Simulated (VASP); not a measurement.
Wanted: the native input for a VASP 6.6.1 run.

```yaml
Task: single point
Functional: PBE
Dispersion: D3(BJ)
Potentials_or_basis: VASP PAW PBE potentials, release 64 (O, H, C)
Cutoff: 520 eV
k_mesh: 1 × 1 × 1
Occupations: fermi-dirac, width 0.02 eV
Spin: no spin polarisation
Dipole_correction: no
Further_INCAR_settings: LREAL = Auto; ALGO = Normal; EDIFF = 1e-07; NBANDS = 38
```

The structure of H12CO5 lies in POSCAR:

```
H12CO5
1.0
    5.7184790000      0.0000000000      0.0000000000
    0.0000000000      5.7184790000      0.0000000000
    0.0000000000      0.0000000000      5.7184790000
O H C
5 12 1
Direct
    0.2486325472      0.9506199113      0.6107218370
    0.9301249511      0.4571845066      0.4951841215
    0.5954030783      0.4190974558      0.8945210781
    0.3129153749      0.3106420431      0.3559687812
    0.6977030081      0.9794562505      0.0136399906
    0.3137372717      0.8167031828      0.6747073829
    0.1036989032      1.0032737726      0.6793939437
    1.0785210543      0.3639079552      0.5017767837
    0.8733790926      0.3913103467      0.3458786856
    0.6693038481      0.5293015853      0.9931661898
    0.6182762934      0.3890719892      0.7426800028
    0.3607602651      0.3720394881      0.2197087722
    0.3692765157      0.1546215349      0.3021957412
    1.0139584320      0.7730726999      0.1006736232
    0.7154349959      1.1355467074     -0.0147941437
    0.9957368034      1.0931053520      0.1999832473
    0.8627818691      0.9223081872      0.3595011890
    0.9088605554      0.9206119319      0.1654111172
```

The cell was built by a generator and needn't be a form met in nature.

One way to write it, as run:

INCAR

```
ALGO = Normal
EDIFF = 1E-7
ENCUT = 520
GGA = PE
ISIF = 2
ISMEAR = -1
IVDW = 12
LASPH = T
LCHARG = T
LELF = T
LREAL = Auto
LVHAR = T
LWAVE = F
NBANDS = 38
NELM = 60
PREC = Accurate
SIGMA = 0.02
```

KPOINTS

```
k-points
0
Gamma
  1 1 1
```

Potentials or basis: VASP PAW PBE potentials, release 64 (O, H, C).

Command:

```sh
$ cat potpaw_PBE.64/O/POTCAR potpaw_PBE.64/H/POTCAR potpaw_PBE.64/C/POTCAR > POTCAR
$ mpirun -np 1 vasp_gam > vasp.out
```

Results of the run:

The pressure is 3.5 GPa and the largest force is 6.178 eV/Å. The band gap on the k mesh is 4.27 eV, direct and the dispersion energy per atom is -0.034 eV.

It took 14 s on 1 thread of Intel(R) Xeon(R) 6975P-C (Granite Rapids), on a shared host, peak memory 0.31 GiB.
